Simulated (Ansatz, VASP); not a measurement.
# CuRh (Cu-Rh-Rh-Cu stack, (111) layers) in two plane-wave programs, part 3 of 3

One calculation is typed for both programs; each brings its own data sets. How far apart do they land? The cell is taken from a series of runs on this material, whose earlier steps may have relaxed, scaled, displaced or heated it; both programs get it as it stands.

VASP 6.6.1 and Ansatz 0.2.0.

So far: The starting structure; Ansatz: zone-centre phonons, PBEsol; VASP: zone-centre phonons, PBEsol.

### Step 3. VASP: zone-centre phonons, PBEsol (continued)

Level of this step: PBEsol; plane waves and PAW (Cu, Rh_pv) (VASP).

Numbers of over 12 decimals in the logs are rounded to 6 here.

OUTCAR, selected parts (step 3):

```text
ion  position               nearest neighbor table
   1  0.000  0.000  0.151-   3 2.59   3 2.59   3 2.59
   2  0.000  0.000  0.324-   4 2.59   4 2.59   4 2.59
   3  0.333  0.667  0.208-   1 2.59   1 2.59   1 2.59   4 2.65   4 2.65   4 2.65
   4  0.667  0.333  0.267-   2 2.59   2 2.59   2 2.59   3 2.65   3 2.65   3 2.65

  LATTYP: Found a hexagonal cell.
 ALAT       =     2.6137113438
 C/A-ratio  =    14.1421829214

 Subroutine GETGRP returns: Found 12 space group operations
 (whereof  6 operations were pure point group operations)

The static configuration has the point symmetry C_3v.
 The point group associated with its full space group is D_3d.

 Found     10 irreducible k-points:

   k-points           NKPTS =     10   k-points in BZ     NKDIM =     10   number of bands    NBANDS=     32

   dimension x,y,z NGX =    24 NGY =   24 NGZ =  300
   dimension x,y,z NGXF=    48 NGYF=   48 NGZF=  600

   ENCUT  =  600.0 eV  44.10 Ry    6.64 a.u.   5.22  5.22 73.83*2*pi/ulx,y,z

   NELECT =      52.0000    total number of electrons

 k-points in reciprocal lattice and weights: Automatic mesh
   0.00000000  0.00000000  0.00000000       0.016
   0.12500000 -0.00000000  0.00000000       0.094
   0.25000000 -0.00000000  0.00000000       0.094
   0.37500000 -0.00000000  0.00000000       0.094
   0.50000000 -0.00000000  0.00000000       0.047
   0.12500000  0.12500000  0.00000000       0.094
   0.25000000  0.12500000  0.00000000       0.188
   0.37500000  0.12500000  0.00000000       0.188
   0.25000000  0.25000000  0.00000000       0.094
   0.37500000  0.25000000  0.00000000       0.094

 average (electrostatic) potential at core
       1 -71.9994       2 -71.9995       3 -83.8167       4 -83.8167

  Total       -0.0305136     -0.0305136      0.3616926     -0.0000000      0.0000000      0.0000000
  in kB       -0.2235548     -0.2235548      2.6499045     -0.0000000      0.0000000      0.0000000
  external PRESSURE =       0.7342650 kB  Pullay stress =       0.0000000 kB

  energy-cutoff  :      600.00
  volume of cell :      218.69
      direct lattice vectors                 reciprocal lattice vectors
     2.613711344 -0.000002808  0.000000000     0.382597957  0.220892485  0.000000000
    -1.306853240  2.263541826  0.000000000     0.000000475  0.441785793  0.000000000
     0.000000000  0.000000000 36.963583928     0.000000000  0.000000000  0.027053654

 POSITION                                       TOTAL-FORCE (eV/Angst)
 -----------------------------------------------------------------------------------
      0.00000      0.00000      5.59291         0.000000     -0.000000     -0.039675
      0.00000      0.00000     11.98888        -0.000000      0.000000      0.039675
      0.00000      1.50903      7.70144         0.000000     -0.000000     -0.069031
      1.30686      0.75451      9.88035        -0.000000      0.000000      0.069031
 -----------------------------------------------------------------------------------
    total drift:                                0.000000      0.000000     -0.000391

 Eigenvectors and eigenvalues of the dynamical matrix
 ----------------------------------------------------

   1 f  =    7.236092 THz    45.465706 2PiTHz  241.370044 cm-1    29.926058 meV
             X         Y         Z           dx          dy          dz
      0.000000  0.000000  5.592913    -0.000000   -0.000000    0.302997
      0.000000  0.000000 11.988877     0.000000   -0.000000   -0.302997
      0.000002  1.509027  7.701436     0.000000   -0.000000   -0.638900
      1.306856  0.754512  9.880354    -0.000000    0.000000    0.638900

   2 f  =    5.988561 THz    37.627241 2PiTHz  199.756905 cm-1    24.766689 meV
             X         Y         Z           dx          dy          dz
      0.000000  0.000000  5.592913    -0.000000   -0.000000    0.556455
      0.000000  0.000000 11.988877     0.000000    0.000000    0.556455
      0.000002  1.509027  7.701436     0.000000   -0.000000   -0.436300
      1.306856  0.754512  9.880354    -0.000000    0.000000   -0.436300

   3 f  =    3.935268 THz    24.726021 2PiTHz  131.266425 cm-1    16.274955 meV
             X         Y         Z           dx          dy          dz
      0.000000  0.000000  5.592913     0.000000   -0.000000   -0.638900
      0.000000  0.000000 11.988877    -0.000000    0.000000    0.638900
      0.000002  1.509027  7.701436    -0.000000    0.000000   -0.302997
      1.306856  0.754512  9.880354     0.000000   -0.000000    0.302997

   4 f  =    3.718124 THz    23.361662 2PiTHz  124.023266 cm-1    15.376918 meV
             X         Y         Z           dx          dy          dz
      0.000000  0.000000  5.592913     0.205654    0.034802    0.000000
      0.000000  0.000000 11.988877    -0.205654   -0.034802   -0.000000
      0.000002  1.509027  7.701436    -0.666173   -0.112735    0.000000
      1.306856  0.754512  9.880354     0.666173    0.112735   -0.000000

   5 f  =    3.718124 THz    23.361662 2PiTHz  124.023266 cm-1    15.376918 meV
             X         Y         Z           dx          dy          dz
      0.000000  0.000000  5.592913    -0.034802    0.205654   -0.000000
      0.000000  0.000000 11.988877     0.034802   -0.205654    0.000000
      0.000002  1.509027  7.701436     0.112735   -0.666173   -0.000000
      1.306856  0.754512  9.880354    -0.112735    0.666173   -0.000000

   6 f  =    2.701516 THz    16.974125 2PiTHz   90.112873 cm-1    11.172567 meV
             X         Y         Z           dx          dy          dz
      0.000000  0.000000  5.592913     0.545485    0.092313   -0.000000
      0.000000  0.000000 11.988877     0.545485    0.092313    0.000000
      0.000002  1.509027  7.701436    -0.434195   -0.073479    0.000000
      1.306856  0.754512  9.880354    -0.434195   -0.073479    0.000000

   7 f  =    2.701516 THz    16.974125 2PiTHz   90.112873 cm-1    11.172567 meV
             X         Y         Z           dx          dy          dz
      0.000000  0.000000  5.592913     0.092313   -0.545485   -0.000000
      0.000000  0.000000 11.988877     0.092313   -0.545485   -0.000000
      0.000002  1.509027  7.701436    -0.073479    0.434195   -0.000000
      1.306856  0.754512  9.880354    -0.073479    0.434195   -0.000000

   8 f  =    1.878939 THz    11.805722 2PiTHz   62.674662 cm-1     7.770664 meV
             X         Y         Z           dx          dy          dz
      0.000000  0.000000  5.592913    -0.666173   -0.112736   -0.000000
      0.000000  0.000000 11.988877     0.666173    0.112736   -0.000000
      0.000002  1.509027  7.701436    -0.205654   -0.034803   -0.000000
      1.306856  0.754512  9.880354     0.205654    0.034803   -0.000000

   9 f  =    1.878939 THz    11.805722 2PiTHz   62.674662 cm-1     7.770664 meV
             X         Y         Z           dx          dy          dz
      0.000000  0.000000  5.592913    -0.112736    0.666173    0.000000
      0.000000  0.000000 11.988877     0.112736   -0.666173    0.000000
      0.000002  1.509027  7.701436    -0.034803    0.205654    0.000000
      1.306856  0.754512  9.880354     0.034803   -0.205654    0.000000

  10 f/i=    0.006488 THz     0.040765 2PiTHz    0.216414 cm-1     0.026832 meV
             X         Y         Z           dx          dy          dz
      0.000000  0.000000  5.592913    -0.000000   -0.000000    0.436300
      0.000000  0.000000 11.988877    -0.000000   -0.000000    0.436300
      0.000002  1.509027  7.701436    -0.000000   -0.000000    0.556455
      1.306856  0.754512  9.880354    -0.000000   -0.000000    0.556455

  11 f/i=    0.016884 THz     0.106086 2PiTHz    0.563194 cm-1     0.069827 meV
             X         Y         Z           dx          dy          dz
      0.000000  0.000000  5.592913    -0.065437    0.435480    0.000000
      0.000000  0.000000 11.988877    -0.065437    0.435480    0.000000
      0.000002  1.509027  7.701436    -0.082210    0.547099    0.000000
      1.306856  0.754512  9.880354    -0.082210    0.547099    0.000000

  12 f/i=    0.016884 THz     0.106086 2PiTHz    0.563194 cm-1     0.069827 meV
             X         Y         Z           dx          dy          dz
      0.000000  0.000000  5.592913    -0.435480   -0.065437   -0.000000
      0.000000  0.000000 11.988877    -0.435480   -0.065437   -0.000000
      0.000002  1.509027  7.701436    -0.547099   -0.082210   -0.000000
      1.306856  0.754512  9.880354    -0.547099   -0.082210   -0.000000

 ELASTIC MODULI CONTR FROM IONIC RELAXATION (kBar)
 Direction    XX          YY          ZZ          XY          YZ          ZX
 --------------------------------------------------------------------------------
 XX        -162.2627   -101.9324   -302.8811     -0.0000     56.7621      0.0002
 YY        -101.9324   -162.2627   -302.8811     -0.0000    -56.7621     -0.0002
 ZZ        -302.8811   -302.8811   -695.0636     -0.0000      0.0000     -0.0000
 XY          -0.0000     -0.0000     -0.0000    -30.1652     -0.0002     57.3128
 YZ          56.7621    -56.7621      0.0000     -0.0002   -126.6386     -0.0000
 ZX           0.0002     -0.0002     -0.0000     57.3128     -0.0000   -154.7063
 --------------------------------------------------------------------------------
```

### Step 4. Side by side

Known differences besides the potentials themselves: Ansatz cuts the interaction across the vacuum, VASP repeats the sheet without a dipole correction; VASP's run holds the zone centre alone; the data sets hold 72 valence electrons in Ansatz (on its PAW soft_1 files) and 52 in VASP; the cutoff is 420 eV in Ansatz and 600 eV in VASP; Ansatz makes its cores anew for this functional, VASP keeps those of its PBE data sets. Total energies have different zeros and are not compared.

Compared:

```tsv
quantity	Ansatz	VASP	difference
optical mode 1 to 2 (cm⁻¹)	64.2	62.7	+2.42 %
optical mode 3 to 4 (cm⁻¹)	90.8	90.1	+0.72 %
optical mode 5 to 6 (cm⁻¹)	123.4	124.0	-0.50 %
optical mode 7 (cm⁻¹)	130.5	131.3	-0.56 %
optical mode 8 (cm⁻¹)	199.0	199.8	-0.38 %
optical mode 9 (cm⁻¹)	241.1	241.4	-0.11 %
```

Modes are paired by rising frequency, not by their patterns, so a pair may set unlike modes beside each other; they are those without the splitting of longitudinal modes. Where the cell holds vacuum, a pressure given here is an average over it and none of the material.

### Step 5. Results

| Property | Result |
| --- | --- |
| r.m.s. difference of the optical zone-centre modes, each program's sorted by frequency (zone-centre phonons, PBEsol) | 0.91 cm⁻¹ |
| difference in optical mode 1 to 2 (zone-centre phonons, PBEsol) | +2.4 % |

In words: The r.m.s. difference of the optical zone-centre modes, each program's sorted by frequency is 0.91 cm⁻¹ (zone-centre phonons, PBEsol). The data sets hold unlike numbers of valence electrons (72 in Ansatz and 52 in VASP), so part of the differences may come from the potentials. Among the rows given in per cent, the largest difference of the zone-centre phonons, PBEsol pair is in optical mode 1 to 2, +2.4 %. Such differences can come from data sets, numerical settings and the points named under the comparisons, not from the functional's error against experiment.

[Lines on the potential files, build, host, timing and source positions are cut from VASP's logs without a mark.]

[Logs are printed without paths, hosts, clocks, repeated set-up lines and the standing remarks that a program may print on its own settings, such as how far it seeks lower states.]

[Hosts, paths, dates, database ids (printed as entryN), source tags and the programs' standing remarks are cut or masked in the printed files.]
